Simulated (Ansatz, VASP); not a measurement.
# Se (Selenium): VASP beside Ansatz

One calculation is typed for both programs; each brings its own data sets. How far apart do they land? The cell is taken from a series of runs on this material, whose earlier steps may have relaxed, scaled, displaced or heated it; both programs get it as it stands.

Method: plane waves, with VASP 6.6.1 beside it; G0W0 gap at r2SCAN, in Ansatz 0.2.0.

### Step 1. The structure

It takes space group P3_121 (No. 152, trigonal). The conventional cell has a = 4.366 Å, b = 4.366 Å, c = 4.954 Å, α = 90.00°, β = 90.00°, γ = 120.00°. Nearest to Se lie 2 Se at 2.37 Å.

### Step 2. VASP: G0W0 gap, r2SCAN

Quasiparticle shifts depend on high empty states and on the cores, so they are the hardest test of two PAW sets.

Lines of VASP's logs that name or quote its potential files are left out, and so is its time.

The run reads the wave functions of an earlier VASP run, which isn't shown here.

The input, INCAR:

```
SYSTEM = Se
PREC = Accurate
ENCUT = 300
ISMEAR = 0
SIGMA = 0.01
LREAL = .FALSE.
METAGGA = R2SCAN
LASPH = .TRUE.
NBANDS = 208
ALGO = EVGW0
NELMGW = 1
ENCUTGW = 100
NOMEGA = 64
PRECFOCK = Fast
NBANDSGW = 32
LWAVE = .FALSE.
LCHARG = .FALSE.
```

The input, POSCAR:

```
Se
1.0
    4.3662000000      0.0000000000      0.0000000000
   -2.1831000000      3.7812401180      0.0000000000
    0.0000000000      0.0000000000      4.9536000000
Se
3
Direct
    0.2254000000      0.0000000000      0.3333333333
    0.0000000000      0.2254000000      0.6666666667
    0.7746000000      0.7746000000      0.0000000000
```

The input, KPOINTS:

```
Automatic mesh
0
Gamma
6 6 4
0 0 0
```

Potentials, in the order of the species: Se_GW (PBE family, release 64).

Command:

```sh
$ mpirun -np 16 vasp_std
```

Numbers of over 12 decimals in the logs are rounded to 6 here.

Log:

```text
[banner, memory and clock lines left out]
running   16 mpi-ranks, on    1 nodes
 distrk:  each k-point on   16 cores,    1 groups
 distr:  one band on    1 cores,   16 groups

 POSCAR found type information on POSCAR Se
 POSCAR found :  1 types and       3 ions
|                                                                             |
|           W    W    AA    RRRRR   N    N  II  N    N   GGGG   !!!           |
|           W    W   A  A   R    R  NN   N  II  NN   N  G    G  !!!           |
|           W    W  A    A  R    R  N N  N  II  N N  N  G       !!!           |
|           W WW W  AAAAAA  RRRRR   N  N N  II  N  N N  G  GGG   !            |
|           WW  WW  A    A  R   R   N   NN  II  N   NN  G    G                |
|           W    W  A    A  R    R  N    N  II  N    N   GGGG   !!!           |
|                                                                             |
|     For optimal performance we recommend to set                             |
|       NCORE = 2 up to number-of-cores-per-socket                            |
|     NCORE specifies how many cores store one orbital (NPAR=cpu/NCORE).      |
|     This setting can greatly improve the performance of VASP for DFT.       |
|     The default, NCORE=1 might be grossly inefficient on modern             |
|     multi-core architectures or massively parallel machines. Do your        |
|     Unfortunately you need to use the default for GW and RPA                |
|     calculations (for HF NCORE is supported but not extensively tested      |
|     yet).                                                                   |
|                                                                             |

|                                                                             |
|               ----> ADVICE to this user running VASP <----                  |
|                                                                             |
|     You enforced a specific xc type in the INCAR file but a different       |
|     [... a line on the potential file left out ...]
|     I HOPE YOU KNOW WHAT YOU ARE DOING!                                     |
|                                                                             |

|                                                                             |
|           W    W    AA    RRRRR   N    N  II  N    N   GGGG   !!!           |
|           W    W   A  A   R    R  NN   N  II  NN   N  G    G  !!!           |
|           W    W  A    A  R    R  N N  N  II  N N  N  G       !!!           |
|           W WW W  AAAAAA  RRRRR   N  N N  II  N  N N  G  GGG   !            |
|           WW  WW  A    A  R   R   N   NN  II  N   NN  G    G                |
|           W    W  A    A  R    R  N    N  II  N    N   GGGG   !!!           |
|                                                                             |
|     The default for ENCUTGWSOFT is different in this version of VASP.       |
|     please manually set ENCUTGWSOFT =100 in the INCAR file.                 |
|                                                                             |

 LDA part: xc-table for (None), standard interpolation
 found WAVECAR, reading the header
 POSCAR, INCAR and KPOINTS ok, starting setup
 FFT: planning ... GRIDC
 FFT: planning ... GRID_SOFT
 FFT: planning ... GRID
 reading WAVECAR
 the WAVECAR file was read successfully
 initial charge from wavefunction
 available memory per node:     33.77 GB, setting MAXMEM to     34578

 The Fermi energy was updated, please check that it is located mid-gap
 values below the HOMO (VB) or above the LUMO (CB) will cause erroneous energies
 E-fermi :   3.0446

 calculate exact exchange contribution
 the WAVEDER file was read successfully
energies w=
    0.000    0.000    0.522    0.000    1.042    0.000    1.561    0.000
    2.075    0.000    2.586    0.000    3.091    0.000    3.590    0.000
    4.083    0.000    4.570    0.000    5.050    0.000    5.523    0.000
    5.990    0.000    6.450    0.000    6.905    0.000    7.354    0.000
    7.799    0.000    8.239    0.000    8.676    0.000    9.111    0.000
    9.545    0.000    9.977    0.000   10.410    0.000   10.844    0.000
   11.280    0.000   11.720    0.000   12.165    0.000   12.615    0.000
   13.073    0.000   13.540    0.000   14.017    0.000   14.506    0.000
   15.010    0.000   15.529    0.000   16.068    0.000   16.628    0.000
   17.212    0.000   17.824    0.000   18.468    0.000   19.148    0.000
   19.869    0.000   20.638    0.000   21.461    0.000   22.347    0.000
   23.306    0.000   24.349    0.000   25.492    0.000   26.751    0.000
   28.149    0.000   29.712    0.000   31.476    0.000   33.483    0.000
   35.792    0.000   38.479    0.000   41.647    0.000   45.440    0.000
   50.063    0.000   55.824    0.000   63.195    0.000   72.954    0.000
   86.466    0.000  106.378    0.000  138.580    0.000  199.365    0.000
 responsefunction array rank=     208
 LDA part: xc-table for (None), standard interpolation

 min. memory requirement per mpi rank    187.6 MB, per node   3001.0 MB

 allocating   4 responsefunctions rank=   208
 shmem allocating  64 responsefunctions rank=   208
 response function shared by NCSHMEM nodes    1
 Doing            4  frequencies on each core in blocks of           64
NQ=   1    0.0000    0.0000    0.0000,
|.........|.........|.........|.........|.........|.........|.........|.........
 performed        835000 updates of chi_q(r,r)
 total number of BLAS operations        269.97 Gflops
NQ=   2    0.1667    0.0000    0.0000,
|.........|.........|.........|.........|.........|.........|.........|.........
 performed       2868000 updates of chi_q(r,r)
 total number of BLAS operations        832.75 Gflops
NQ=   3    0.3333    0.0000    0.0000,
|.........|.........|.........|.........|.........|.........|.........|.........
 performed       4901000 updates of chi_q(r,r)
 total number of BLAS operations       1407.69 Gflops
NQ=   4    0.5000    0.0000    0.0000,
|.........|.........|.........|.........|.........|.........|.........|.........
 performed       6215000 updates of chi_q(r,r)
 total number of BLAS operations       1726.08 Gflops
NQ=   5    0.1667    0.1667    0.0000,
|.........|.........|.........|.........|.........|.........|.........|.........
 performed       7822000 updates of chi_q(r,r)
 total number of BLAS operations       2175.75 Gflops
NQ=   6    0.3333    0.1667    0.0000,
|.........|.........|.........|.........|.........|.........|.........|.........
 performed      10254000 updates of chi_q(r,r)
 total number of BLAS operations       2792.38 Gflops
NQ=   7    0.3333    0.3333    0.0000,
|.........|.........|.........|.........|.........|.........|.........|.........
 performed      11222000 updates of chi_q(r,r)
 total number of BLAS operations       3026.94 Gflops
NQ=   8    0.0000    0.0000    0.2500,
|.........|.........|.........|.........|.........|.........|.........|.........
 performed      12350000 updates of chi_q(r,r)
 total number of BLAS operations       3366.61 Gflops
NQ=   9    0.1667    0.0000    0.2500,
|.........|.........|.........|.........|.........|.........|.........|.........
 performed      14383000 updates of chi_q(r,r)
 total number of BLAS operations       3953.85 Gflops
NQ=  10    0.0000    0.1667    0.2500,
|.........|.........|.........|.........|.........|.........|.........|.........
 performed      16416000 updates of chi_q(r,r)
 total number of BLAS operations       4541.09 Gflops
NQ=  11    0.3333    0.0000    0.2500,
|.........|.........|.........|.........|.........|.........|.........|.........
 performed      18449000 updates of chi_q(r,r)
 total number of BLAS operations       5097.83 Gflops
NQ=  12    0.0000    0.3333    0.2500,
|.........|.........|.........|.........|.........|.........|.........|.........
 performed      20482000 updates of chi_q(r,r)
 total number of BLAS operations       5654.57 Gflops
NQ=  13    0.5000    0.0000    0.2500,
|.........|.........|.........|.........|.........|.........|.........|.........
 performed      22515000 updates of chi_q(r,r)
 total number of BLAS operations       6181.62 Gflops
NQ=  14    0.1667    0.1667    0.2500,
|.........|.........|.........|.........|.........|.........|.........|.........
 performed      24947000 updates of chi_q(r,r)
 total number of BLAS operations       6891.61 Gflops
NQ=  15    0.3333    0.1667    0.2500,
|.........|.........|.........|.........|.........|.........|.........|.........
 performed      27379000 updates of chi_q(r,r)
 total number of BLAS operations       7543.37 Gflops
NQ=  16   -0.1667    0.5000    0.2500,
|.........|.........|.........|.........|.........|.........|.........|.........
 performed      29811000 updates of chi_q(r,r)
 total number of BLAS operations       8195.13 Gflops
NQ=  17    0.3333    0.3333    0.2500,
|.........|.........|.........|.........|.........|.........|.........|.........
 performed      31098000 updates of chi_q(r,r)
 total number of BLAS operations       8540.17 Gflops
NQ=  18    0.0000    0.0000    0.5000,
|.........|.........|.........|.........|.........|.........|.........|.........
 performed      31933000 updates of chi_q(r,r)
 total number of BLAS operations       8776.35 Gflops
NQ=  19    0.1667    0.0000    0.5000,
|.........|.........|.........|.........|.........|.........|.........|.........
 performed      33966000 updates of chi_q(r,r)
 total number of BLAS operations       9327.09 Gflops
NQ=  20    0.3333    0.0000    0.5000,
|.........|.........|.........|.........|.........|.........|.........|.........
 performed      35999000 updates of chi_q(r,r)
 total number of BLAS operations       9926.76 Gflops
NQ=  21    0.5000    0.0000    0.5000,
|.........|.........|.........|.........|.........|.........|.........|.........
 performed      37313000 updates of chi_q(r,r)
 total number of BLAS operations      10314.43 Gflops
NQ=  22    0.1667    0.1667    0.5000,
|.........|.........|.........|.........|.........|.........|.........|.........
 performed      38920000 updates of chi_q(r,r)
 total number of BLAS operations      10778.64 Gflops
NQ=  23    0.3333    0.1667    0.5000,
|.........|.........|.........|.........|.........|.........|.........|.........
 performed      41352000 updates of chi_q(r,r)
 total number of BLAS operations      11437.54 Gflops
NQ=  24    0.3333    0.3333    0.5000,
|.........|.........|.........|.........|.........|.........|.........|.........
 performed      42320000 updates of chi_q(r,r)
 total number of BLAS operations      11723.14 Gflops
 resolving degeneracies of screened two electron integrals

 calculate QP shifts <psi_nk| G(iteration)W_0 |psi_nk>: iteration 1
 entering main loop
```

OUTCAR, selected parts (step 2):

```text
ion  position               nearest neighbor table
   1  0.225  0.000  0.333-   3 2.37   2 2.37
   2  0.000  0.225  0.667-   3 2.37   1 2.37
   3  0.775  0.775  0.000-   2 2.37   1 2.37

  LATTYP: Found a hexagonal cell.
 ALAT       =     4.3662000000
 C/A-ratio  =     1.1345334616

 Subroutine GETGRP returns: Found  6 space group operations
 (whereof  2 operations were pure point group operations)

The static configuration has the point symmetry C_2 .
 The point group associated with its full space group is D_3 .

 Found     24 irreducible k-points:

   k-points           NKPTS =     24   k-points in BZ     NKDIM =    144   number of bands    NBANDS=    208

   dimension x,y,z NGX =    28 NGY =   28 NGZ =   28
   dimension x,y,z NGXF=    56 NGYF=   56 NGZF=   56

   ENCUT  =  300.0 eV  22.05 Ry    4.70 a.u.   6.17  6.17  7.00*2*pi/ulx,y,z

   NELECT =      18.0000    total number of electrons

  energy-cutoff  :      300.00
  volume of cell :       81.78
      direct lattice vectors                 reciprocal lattice vectors
     4.366200000  0.000000000  0.000000000     0.229032110  0.132231751  0.000000000
    -2.183100000  3.781240118  0.000000000     0.000000000  0.264463501  0.000000000
     0.000000000  0.000000000  4.953600000     0.000000000  0.000000000  0.201873385

 k-points in reciprocal lattice and weights: Automatic mesh
   0.00000000  0.00000000  0.00000000       0.007
   0.16666667  0.00000000  0.00000000       0.042
   0.33333333  0.00000000  0.00000000       0.042
   0.50000000  0.00000000  0.00000000       0.021
   0.16666667  0.16666667  0.00000000       0.042
   0.33333333  0.16666667  0.00000000       0.083
   0.33333333  0.33333333  0.00000000       0.014
   0.00000000  0.00000000  0.25000000       0.014
   0.16666667  0.00000000  0.25000000       0.042
[...]
0.33333333  0.16666667  0.50000000       0.083
   0.33333333  0.33333333  0.50000000       0.014

 E-fermi :   3.0446

 QP shifts <psi_nk| G(iteration)W_0 |psi_nk>: iteration 1
 for sc-GW calculations column KS-energies equals QP-energies in previous step
 and V_xc(KS)=  KS-energies - (<T + V_ion + V_H > + <T+V_H+V_ion>^1  + <V_x>^1)
 k-point   1 :       0.0000    0.0000    0.0000
  band No.  KS-energies  QP-energies   sigma(KS)   V_xc(KS)     V^pw_x(r,r')   Z            occupation Imag(sigma)
    ...
      6      -1.4823      -1.6865     -12.0839     -11.7948     -14.5920       0.7061       2.0000       0.2027
      7       0.2512       0.0028     -12.1657     -11.8110     -14.7265       0.7003       2.0000       0.1284
      8       0.2512       0.0028     -12.1657     -11.8110     -14.7265       0.7003       2.0000       0.1284
      9       1.9350       1.6902     -12.6959     -12.3600     -14.7307       0.7288       2.0000       0.0789
     10       4.5237       4.9832     -11.0544     -11.6840      -7.3119       0.7299       0.0000      -0.0837
     11       4.5237       4.9832     -11.0544     -11.6840      -7.3119       0.7299       0.0000      -0.0837
     12       4.7994       5.2354     -10.6943     -11.2887      -6.8905       0.7336       0.0000      -0.0856
     13       9.1834       9.0520      -8.0154      -7.8487      -3.7438       0.7884       0.0000      -0.1459
    ...

 k-point   2 :       0.1667    0.0000    0.0000
  band No.  KS-energies  QP-energies   sigma(KS)   V_xc(KS)     V^pw_x(r,r')   Z            occupation Imag(sigma)
    ...
      6      -1.2964      -1.4578     -12.3304     -12.1017     -14.8203       0.7059       2.0000       0.1935
      7       0.2932       0.0625     -12.3042     -11.9771     -14.7329       0.7053       2.0000       0.1210
      8       0.6477       0.4315     -12.5424     -12.2407     -14.6965       0.7165       2.0000       0.0996
      9       1.7335       1.4896     -12.5991     -12.2633     -14.6182       0.7262       2.0000       0.0812
     10       4.4534       4.8597     -10.7372     -11.2883      -7.1041       0.7370       0.0000      -0.0790
     11       4.5411       4.9692     -10.9354     -11.5194      -7.2755       0.7329       0.0000      -0.0815
     12       5.0756       5.5120     -10.8604     -11.4627      -7.0302       0.7246       0.0000      -0.0929
     13       9.0006       8.8769      -8.1228      -7.9649      -3.7883       0.7830       0.0000      -0.1682
    ...

 k-point   3 :       0.3333    0.0000    0.0000
  band No.  KS-energies  QP-energies   sigma(KS)   V_xc(KS)     V^pw_x(r,r')   Z            occupation Imag(sigma)
    ...
      6      -1.3194      -1.4989     -12.0192     -11.7615     -14.7763       0.6964       2.0000       0.2292
      7       0.0095      -0.1952     -12.1715     -11.8810     -14.4986       0.7047       2.0000       0.1319
      8       0.5857       0.3775     -12.4419     -12.1524     -14.4469       0.7194       2.0000       0.0957
      9       1.4276       1.1904     -12.5391     -12.2111     -14.5742       0.7229       2.0000       0.0860
     10       4.5680       4.9575     -10.7520     -11.2801      -7.1678       0.7375       0.0000      -0.0793
     11       4.8319       5.2268     -10.7847     -11.3227      -7.1118       0.7342       0.0000      -0.0851
     12       6.0046       6.4178     -11.4616     -12.0442      -7.4823       0.7093       0.0000      -0.1352
     13       8.4224       8.3187      -8.0223      -7.8889      -3.8139       0.7775       0.0000      -0.1379
    ...

 k-point   4 :       0.5000    0.0000    0.0000
  band No.  KS-energies  QP-energies   sigma(KS)   V_xc(KS)     V^pw_x(r,r')   Z            occupation Imag(sigma)
    ...
      6      -1.1656      -1.3597     -11.9815     -11.7014     -14.7628       0.6929       2.0000       0.2175
      7      -0.5743      -0.7683     -11.8388     -11.5596     -14.3857       0.6951       2.0000       0.1814
      8       0.5414       0.3277     -12.3860     -12.0891     -14.3835       0.7195       2.0000       0.0960
      9       1.3396       1.1079     -12.5452     -12.2246     -14.5653       0.7227       2.0000       0.0870
     10       4.5794       4.9505     -10.6752     -11.1771      -7.1171       0.7393       0.0000      -0.0784
     11       4.9819       5.3765     -10.8018     -11.3425      -7.1223       0.7299       0.0000      -0.0875
     12       6.7795       7.1966     -12.0114     -12.6119      -7.6953       0.6946       0.0000      -0.2171
     13       8.0853       7.9816      -7.9715      -7.8383      -3.8497       0.7784       0.0000      -0.1244
    ...

[... 4 further parts left out ...]
```

(Continued in part 2 of 2.)

[Lines on the potential files, build, host, timing and source positions are cut from VASP's logs without a mark.]

[Logs are printed without paths, hosts, clocks, repeated set-up lines and the standing remarks that a program may print on its own settings, such as how far it seeks lower states.]

[Hosts, paths, dates, database ids (printed as entryN), source tags and the programs' standing remarks are cut or masked in the printed files.]
